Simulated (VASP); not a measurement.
Here is a VASP 6.6.1 calculation.

Contents of INCAR:

```
SYSTEM = Be2N
PREC = Accurate
ENCUT = 600
EDIFF = 1E-6
ISMEAR = 0
SIGMA = 0.05
LREAL = .FALSE.
LASPH = .TRUE.
NELM = 100
ALGO = Normal
ISIF = 3
LWAVE = .FALSE.
LCHARG = .FALSE.
METAGGA = MS2
LMIXTAU = .TRUE.
IBRION = 2
NSW = 60
EDIFFG = -0.005
```

KPOINTS

```
regular mesh
0
G
  10 10 9
  0 0 0
```

The input POSCAR:

```
Be2N
1.0
    3.0968042800      0.0000000000      0.0000000000
   -1.5484021400      2.6819111700      0.0000000000
    0.0000000000      0.0000000000      3.0975262500
Be N
2 1
Direct
    0.3333333300      0.6666666700      0.5000000000
    0.6666666700      0.3333333300      0.5000000000
    0.0000000000      0.0000000000      0.0000000000
```

Potentials or basis: VASP PAW PBE potentials, release 64 (Be, N).

Command:

```console
$ cat potpaw_PBE.64/Be/POTCAR potpaw_PBE.64/N/POTCAR > POTCAR
$ mpirun -np 1 vasp_std > vasp.out
```

Estimate the relaxed volume.

8.31 Å³/atom.

What does it give for the band gap on the k mesh?

None (metal or under the smearing width).

Predict the space group after relaxing (to 0.05 Å).

P6/mmm (No. 191).

Step by step:
```tsv
step	energy change (eV)	largest force (eV/Å)	pressure (GPa)	volume (Å³)
1	0.0000	0.0000	2.82	25.73
2	-0.9343	0.0000	-3.66	25.83
3	-0.9390	0.0000	-3.72	25.86
4	-0.9387	0.0000	-3.72	25.86
5	-0.9491	0.0000	-0.79	25.14
6	-0.9495	0.0000	-0.05	24.97
7	-0.9495	0.0000	0.02	24.95
8	-0.9496	0.0000	0.05	24.95
9	-0.9497	0.0000	0.09	24.93
```

Caveat: the PAW data sets were made with another functional, which shifts forces and pressure a little.
